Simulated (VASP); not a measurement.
Data:

```yaml
crystal:
  lattice:
    - [4.04112, 0.00000, 0.00000]
    - [0.00000, 4.04112, 0.00000]
    - [0.00000, 0.00000, 4.04112]
  atoms:
    - { symbol: Sc, position: [0.00000, 0.00000, 0.00000] }
    - { symbol: F, position: [0.50000, 0.00000, 0.00000] }
    - { symbol: F, position: [0.00000, 0.50000, 0.00000] }
    - { symbol: F, position: [0.00000, 0.00000, 0.50000] }
```

These are r2SCAN meta-GGA with spin-orbit coupling, VASP's PBE PAW potentials (set 64) (plane waves; VASP 6.6.1) values and carry that method's errors. Settings: 520 eV cut-off, 5×5×5 Γ-centred mesh, Gaussian smearing of 0.050 eV, potentials Sc_sv F.

Give the energies of bands 25 to 38 at the high-symmetry points, in eV from the valence-band maximum.

| band | Γ | X | M | R |
|---|---|---|---|---|
| 25 | -0.57 | -1.07 | -1.07 | -2.14 |
| 26 | -0.57 | -1.07 | -1.07 | -2.14 |
| 27 | -0.55 | -0.68 | -0.93 | -0.03 |
| 28 | -0.55 | -0.68 | -0.93 | -0.03 |
| 29 | -0.50 | -0.55 | -0.89 | 0.00 |
| 30 | -0.50 | -0.55 | -0.89 | 0.00 |
| 31 | -0.50 | -0.52 | -0.01 | 0.00 |
| 32 | -0.50 | -0.52 | -0.01 | 0.00 |
| 33 | 6.95 | 7.00 | 7.82 | 8.46 |
| 34 | 6.95 | 7.00 | 7.82 | 8.46 |
| 35 | 6.95 | 7.78 | 7.83 | 8.46 |
| 36 | 6.95 | 7.78 | 7.83 | 8.46 |
| 37 | 6.97 | 7.80 | 8.43 | 8.49 |
| 38 | 6.97 | 7.80 | 8.43 | 8.49 |

The gap is indirect, 6.95 eV, from the valence maximum at R to the conduction minimum at Γ.

The structure comes from a measured ScF3 entry (Pm-3m) of the Crystallography Open Database, whose conditions weren't checked. It was relaxed first.
